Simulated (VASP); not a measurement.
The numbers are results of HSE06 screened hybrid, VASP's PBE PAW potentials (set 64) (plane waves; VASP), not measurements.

Input for VASP

**INCAR**
```
SYSTEM = KMgF3
PREC = Accurate
ENCUT = 400
EDIFF = 1E-6
NELM = 100
ALGO = Normal
LREAL = .FALSE.
LASPH = .TRUE.
ISMEAR = 0
SIGMA = 0.01
GGA = PE
HFSCREEN = 0.2
AEXX = 0.25
LHFCALC = .TRUE.
PRECFOCK = Fast
ISYM = 3
LWAVE = .FALSE.
LCHARG = .FALSE.
ISIF = 2
```

**KPOINTS**
```
Automatic
0
gamma
 3 3 3
```

### POSCAR
```
KMgF3
7.9306820
  0.5000000000   0.0000000000   0.0000000000
  0.0000000000   0.5000000000   0.0000000000
  0.0000000000   0.0000000000   0.5000000000
K Mg F
1 1 3
Direct
  0.5000000000   0.5000000000   0.5000000000
  0.0000000000   0.0000000000   0.0000000000
  0.0000000000   0.5000000000   0.0000000000
  0.5000000000   0.0000000000   0.0000000000
  0.0000000000   0.0000000000   0.5000000000
```

POTCAR, in this order: K_sv Mg F (PBE.64 set). Program: vasp_std.

The resulting files:

### OSZICAR
```
       N       E                     dE             d eps       ncg     rms          rms(c)
DAV:   1    -0.211770043187E+03   -0.21177E+03   -0.15865E+04   160   0.127E+03
DAV:   2    -0.432170071007E+03   -0.22040E+03   -0.21709E+03   216   0.355E+02
DAV:   3    -0.441039837864E+03   -0.88698E+01   -0.88547E+01   240   0.681E+01
DAV:   4    -0.441160737112E+03   -0.12090E+00   -0.12076E+00   232   0.634E+00
DAV:   5    -0.323819989693E+02    0.40878E+03   -0.34574E+00   176   0.212E+01    0.938E+00
DAV:   6    -0.295352313126E+02    0.28468E+01   -0.87444E+00   172   0.245E+01    0.333E+00
DAV:   7    -0.297260051825E+02   -0.19077E+00   -0.12781E+00   176   0.806E+00    0.301E+00
DAV:   8    -0.296966094753E+02    0.29396E-01   -0.61003E-02   200   0.205E+00    0.167E+00
DAV:   9    -0.296849785290E+02    0.11631E-01   -0.32131E-02   184   0.162E+00    0.819E-01
DAV:  10    -0.296832782100E+02    0.17003E-02   -0.29355E-03   212   0.581E-01    0.475E-01
DAV:  11    -0.296825209537E+02    0.75726E-03   -0.96581E-04   192   0.295E-01    0.300E-01
DAV:  12    -0.296824128213E+02    0.10813E-03   -0.47627E-04   216   0.194E-01    0.188E-01
DAV:  13    -0.296824293027E+02   -0.16481E-04   -0.14025E-04   188   0.125E-01    0.114E-01
DAV:  14    -0.296824557651E+02   -0.26462E-04   -0.54701E-05   200   0.800E-02    0.681E-02
DAV:  15    -0.296824743945E+02   -0.18629E-04   -0.22211E-05   208   0.496E-02    0.409E-02
DAV:  16    -0.296824852636E+02   -0.10869E-04   -0.90240E-06   192   0.314E-02    0.250E-02
DAV:  17    -0.296824910347E+02   -0.57712E-05   -0.37967E-06   160   0.200E-02    0.155E-02
DAV:  18    -0.296824939869E+02   -0.29522E-05   -0.15369E-06   120   0.129E-02    0.959E-03
DAV:  19    -0.296824953800E+02   -0.13931E-05   -0.78371E-07   120   0.928E-03    0.602E-03
DAV:  20    -0.296824961257E+02   -0.74561E-06   -0.33379E-07   120   0.564E-03
   1 F= -.29682496E+02 E0= -.29682496E+02  d E =-.710473E-40
```

### OUTCAR
```
------------------------ aborting loop because EDIFF is reached ----------------------------------------
  FORCE on cell =-STRESS in cart. coord.  units (eV):
  Direction    XX          YY          ZZ          XY          YZ          ZX
  --------------------------------------------------------------------------------------
  Total       -2.1516219     -2.1516219     -2.1516219      0.0000000      0.0000000     -0.0000000
  in kB      -55.2885130    -55.2885130    -55.2885130      0.0000000      0.0000000     -0.0000000
  external PRESSURE =     -55.2885130 kB  Pullay stress =       0.0000000 kB
  volume of cell :       62.35
      direct lattice vectors                 reciprocal lattice vectors
     3.965341000  0.000000000  0.000000000     0.252185121  0.000000000  0.000000000
     0.000000000  3.965341000  0.000000000     0.000000000  0.252185121  0.000000000
     0.000000000  0.000000000  3.965341000     0.000000000  0.000000000  0.252185121
 POSITION                                       TOTAL-FORCE (eV/Angst)
 -----------------------------------------------------------------------------------
      1.98267      1.98267      1.98267         0.000000      0.000000      0.000000
      0.00000      0.00000      0.00000         0.000000      0.000000      0.000000
      0.00000      1.98267      0.00000         0.000000      0.000000      0.000000
      1.98267      0.00000      0.00000         0.000000      0.000000      0.000000
      0.00000      0.00000      1.98267         0.000000      0.000000      0.000000
 -----------------------------------------------------------------------------------
    total drift:                                0.000000      0.000000     -0.000001
  FREE ENERGIE OF THE ION-ELECTRON SYSTEM (eV)
  ---------------------------------------------------
  free  energy   TOTEN  =       -29.6824961257 eV

  energy  without entropy=      -29.6824961257  energy(sigma->0) =      -29.68249613

  exchange ACFDT corr.  =         0.00000000  see jH, gK, PRB 81, 115126
```
(Selected blocks of OUTCAR.)

At this cut-off the stress carries a Pulay error, which pulls relaxed volumes low.

The structure comes from a computed database's KMgF3 entry; how it stands against other phases isn't given here. The cell was not relaxed at this level. The k-mesh is coarse (spacing up to 0.53 per Å, 2π included), so the numbers may not be converged in it. The run is one of a series of settings (AEXX = 0.25, GGA = PE, HFSCREEN = 0.2, ISYM = 3, LHFCALC = .TRUE., PRECFOCK = Fast, KPOINTS 3×3×3 Γ-centred mesh against the base run), some of them coarse on purpose.
